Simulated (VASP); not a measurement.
Given:

```xyz
2
Lattice="0.0000 2.8187 2.8187 2.8187 0.0000 2.8187 2.8187 2.8187 0.0000" Properties=species:S:1:pos:R:3 pbc="T T T"
Al     0.0000     0.0000     0.0000
As     1.4094     1.4094     1.4094
```

Computed with LDA (Ceperley-Alder, Perdew-Zunger), VASP's LDA PAW potentials (set 64) (plane waves; VASP). Settings: 400 eV cut-off, 7×7×7 Γ-centred mesh, Gaussian smearing of 0.050 eV, potentials Al As.

Q: What does the run give for the energy per atom (σ→0)?

A: 
| Item | Value |
|---|---|
| energy per atom (σ→0) | -5.255 eV/atom |

The absolute energy has meaning only against runs of the same code, potentials and settings.

The compound is AlAs in the zinc blende structure. It was relaxed first. The start is the result of an earlier pass.
